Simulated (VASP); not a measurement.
Energy against volume of Hf (hcp). Level of theory: revPBE GGA, VASP's PBE PAW potentials (set 64) (plane waves; VASP). Numerical set-up: 520 eV cut-off, 13×13×7 Γ-centred mesh, first-order Methfessel-Paxton smearing of 0.10 eV, potentials Hf_pv.

Shape and ions are relaxed at each volume.

```
V (Å³/atom)  E (eV/atom)
-----------  -----------
21.520          -9.55790
22.207          -9.58028
22.893          -9.58717
23.580          -9.58045
```

Q: Fit these four points and predict the energy of the run at 24.267 Å³/atom.

A: A cubic in V^(−2/3), the third-order Birch-Murnaghan form, passes through the four points with V0 = 22.88 Å³/atom and B0 = 106 GPa, and gives -9.5617 eV/atom there. The run gave -9.5619 eV/atom, -0.2 meV/atom from the fit; all five points give B0 = 105 GPa.

The compound is Hf in the hcp structure. It was relaxed first.
